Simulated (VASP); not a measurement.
Here is the system:

```
CELL_PARAMETERS angstrom
      3.00305     0.00000     0.00000
      0.00000     3.00305     0.00000
      0.00000     0.00000    27.87249
ATOMIC_POSITIONS crystal
  O  0.00000 0.50000 0.30859
  O  0.00000 0.50000 0.46192
  O  0.50000 0.00000 0.38589
  O  0.00000 0.50000 0.61411
  O  0.50000 0.00000 0.53808
  O  0.50000 0.00000 0.69141
  Mg 0.50000 0.00000 0.31041
  Mg 0.00000 0.50000 0.38556
  Mg 0.50000 0.00000 0.46191
  Mg 0.00000 0.50000 0.53809
  Mg 0.50000 0.00000 0.61444
  Mg 0.00000 0.50000 0.68959
```

Calculation: PBE GGA, VASP's PBE PAW potentials (set 64) (plane waves; VASP). Settings: PREC = Normal, 450 eV cut-off, 7×7×1 Γ-centred mesh, Gaussian smearing of 0.050 eV, potentials O Mg.

### Question
Predict the energy per atom (σ→0), band gap (on the k-mesh) with the smallest direct gap where there is one.

### Answer

```yaml
band gap (on the k-mesh): 3.61 eV
smallest direct gap (on the k-mesh): 3.61 eV
energy per atom (σ→0): -5.875 eV/atom
```

The absolute energy has meaning only against runs of the same code, potentials and settings.

The cell is a thin slab with vacuum, built from MgO (rock salt): (100) face.
